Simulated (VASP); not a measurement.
These are LDA (Ceperley-Alder, Perdew-Zunger), VASP's LDA PAW potentials (set 64) (plane waves; VASP) values and carry that method's errors.

A VASP calculation is set up with these files.

### KPOINTS
```
Automatic mesh
0
Gamma
8 8 8
0 0 0
```

### POSCAR
```
GaAs
1
   -0.0000000000     2.8062513895     2.8062513895
    2.8062513895    -0.0000000000     2.8062513895
    2.8062513895     2.8062513895     0.0000000000
Ga As
1 1
Direct
  1.0000000000   1.0000000000   1.0000000000
  0.2500000000   0.2500000000   0.2500000000
```

INCAR:
```
# general
SYSTEM =GaAs
PREC   =Accurate
ENCUT  =500
LREAL  =.FALSE.
LASPH  =.TRUE.

# electronic loop
EDIFF  =1E-6
NELM   =100
ALGO   =Normal
LMAXMIX=4

# smearing
ISMEAR =0
SIGMA  =0.05

# ions
IBRION =2
NSW    =40
ISIF   =3
EDIFFG =-0.02

# output
LWAVE  =.FALSE.
LCHARG =.FALSE.
```

POTCAR, in this order: Ga_d As (LDA.64 set). Program: vasp_std.

What VASP printed:

File OSZICAR:
```
       N       E                     dE             d eps       ncg     rms          rms(c)
DAV:   1     0.805807956010E+02    0.80581E+02   -0.93314E+03   762   0.186E+03
DAV:   2    -0.307767607715E+01   -0.83658E+02   -0.80278E+02   794   0.323E+02
DAV:   3    -0.975012664404E+01   -0.66725E+01   -0.66374E+01   964   0.772E+01
DAV:   4    -0.986916728291E+01   -0.11904E+00   -0.11889E+00   825   0.112E+01
DAV:   5    -0.987148023350E+01   -0.23130E-02   -0.23128E-02   944   0.141E+00    0.307E+00
DAV:   6    -0.968323678263E+01    0.18824E+00   -0.26886E-01  1146   0.102E+01    0.180E+00
DAV:   7    -0.964012137985E+01    0.43115E-01   -0.78287E-02   964   0.230E+00    0.520E-01
DAV:   8    -0.963698149961E+01    0.31399E-02   -0.96725E-03   879   0.131E+00    0.108E-01
DAV:   9    -0.963694932486E+01    0.32175E-04   -0.77822E-04   904   0.355E-01    0.437E-02
DAV:  10    -0.963695267426E+01   -0.33494E-05   -0.43009E-05  1097   0.870E-02    0.232E-02
DAV:  11    -0.963695754903E+01   -0.48748E-05   -0.71734E-06   844   0.450E-02    0.200E-03
DAV:  12    -0.963695741100E+01    0.13803E-06   -0.47442E-07   497   0.115E-02
   1 F= -.96369574E+01 E0= -.96369574E+01  d E =-.963696E+01
```

OUTCAR:
```
------------------------ aborting loop because EDIFF is reached ----------------------------------------
  FORCE on cell =-STRESS in cart. coord.  units (eV):
  Direction    XX          YY          ZZ          XY          YZ          ZX
  --------------------------------------------------------------------------------------
  Total       -0.0251437     -0.0251437     -0.0251437     -0.0000000      0.0000000     -0.0000000
  in kB       -0.9114442     -0.9114442     -0.9114442     -0.0000000      0.0000000     -0.0000000
  external PRESSURE =      -0.9114442 kB  Pullay stress =       0.0000000 kB
  volume of cell :       44.20
      direct lattice vectors                 reciprocal lattice vectors
     0.000000000  2.806251389  2.806251389    -0.178173631  0.178173631  0.178173631
     2.806251389  0.000000000  2.806251389     0.178173631 -0.178173631  0.178173631
     2.806251389  2.806251389  0.000000000     0.178173631  0.178173631 -0.178173631
  FREE ENERGIE OF THE ION-ELECTRON SYSTEM (eV)
  ---------------------------------------------------
  free  energy   TOTEN  =        -9.6369574110 eV

  energy  without entropy=       -9.6369574110  energy(sigma->0) =       -9.63695741

 reached required accuracy - stopping structural energy minimisation
```
(Selected blocks of OUTCAR.)

### OUTCAR
```
 val. band max:        4.0142146285   @ k =   0.0000   0.0000   0.0000

 cond. band min:       4.5111952611   @ k =   0.0000   0.0000   0.0000


 Fermi energy:         4.2718413091

 k-point     1 :       0.0000    0.0000    0.0000
  band No.  band energies     occupation
      1     -10.9578      2.00000
      2     -10.9578      2.00000
      3     -10.9578      2.00000
      4     -10.8743      2.00000
      5     -10.8743      2.00000
      6      -8.9098      2.00000
      7       4.0142      2.00000
      8       4.0142      2.00000
      9       4.0142      2.00000
     10       4.5112      0.00000
     11       7.6919      0.00000
     12       7.6919      0.00000
     13       7.6919      0.00000

 k-point     2 :       0.1250    0.0000    0.0000
  band No.  band energies     occupation
      1     -10.9721      2.00000
      2     -10.9541      2.00000
      3     -10.9541      2.00000
      4     -10.8745      2.00000
      5     -10.8745      2.00000
      6      -8.7217      2.00000
      7       2.0028      2.00000
      8       3.7675      2.00000
      9       3.7675      2.00000
     10       5.5838      0.00000
     11       8.0504      0.00000
     12       8.0504      0.00000
     13       8.1611      0.00000

 k-point     3 :       0.2500    0.0000    0.0000
  band No.  band energies     occupation
      1     -11.0033      2.00000
      2     -10.9459      2.00000
      3     -10.9459      2.00000
      4     -10.8740      2.00000
      5     -10.8740      2.00000
      6      -8.1955      2.00000
      7      -0.2228      2.00000
      8       3.3099      2.00000
      9       3.3099      2.00000
     10       5.4046      0.00000
     11       8.5761      0.00000
     12       8.5761      0.00000
     13       9.9437      0.00000

 k-point     4 :       0.3750    0.0000    0.0000
  band No.  band energies     occupation
      1     -11.0310      2.00000
      2     -10.9394      2.00000
      3     -10.9394      2.00000
...
```

The compound is GaAs in the zinc blende structure. It was relaxed first.
